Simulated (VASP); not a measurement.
All values below come from PBE GGA, VASP's PBE PAW potentials (set 64) (plane waves; VASP 6.6.1).

Input for VASP

INCAR:
```
SYSTEM = Sc
PREC = Accurate
ENCUT = 300
EDIFF = 1E-6
NELM = 100
ALGO = Normal
LREAL = .FALSE.
LASPH = .TRUE.
ISMEAR = -1
SIGMA = 0.1
GGA = PE
LMAXMIX = 4
LWAVE = .FALSE.
LCHARG = .FALSE.
ISIF = 2
```

File KPOINTS:
```
Automatic mesh
0
Gamma
8 8 3
0 0 0
```

### POSCAR
```
Sc
1
    3.2219750000     0.0000000000     0.0000000000
   -1.6109870000     2.7903110000     0.0000000000
    0.0000000000     0.0000000000    10.3667230000
Sc
4
Direct
  0.0000000000   0.0000000000   0.0000000000
  0.0000000000   0.0000000000   0.5000000000
  0.3333330000   0.6666670000   0.2500000000
  0.6666670000   0.3333330000   0.7500000000
```

POTCAR, in this order: Sc_sv (PBE.64 set). Program: vasp_std.

At this cut-off the stress carries a Pulay error, which pulls relaxed volumes low.

Q: Predict the energy per atom (σ→0), pressure, band gap (on the k-mesh).

A: 
```yaml
energy per atom (σ→0): -6.212 eV/atom
band gap (on the k-mesh): none (metal, semimetal or under 0.01 eV)
pressure: 2.93 GPa
```

### OSZICAR
```
...
DAV:   9    -0.249664063233E+02    0.17699E-01   -0.12143E-01  1440   0.309E+00    0.213E-01
DAV:  10    -0.249656067314E+02    0.79959E-03   -0.83981E-03  1446   0.945E-01    0.437E-02
DAV:  11    -0.249656682848E+02   -0.61553E-04   -0.94802E-04  1592   0.273E-01    0.451E-02
DAV:  12    -0.249656393883E+02    0.28897E-04   -0.35632E-04  1440   0.207E-01    0.719E-03
DAV:  13    -0.249656411485E+02   -0.17602E-05   -0.34548E-05  1384   0.491E-02    0.275E-03
DAV:  14    -0.249656421957E+02   -0.10472E-05   -0.13813E-05   944   0.167E-02    0.996E-04
DAV:  15    -0.249656429095E+02   -0.71385E-06   -0.86002E-06   784   0.102E-02
   1 F= -.24965643E+02 E0= -.24847810E+02  d E =-.235665E+00
```

The structure was generated: Sc was put into an ordered model structure, which need not be its known phase. The cell was not relaxed at this level. VASP warned that the highest band is occupied, so more bands are needed.
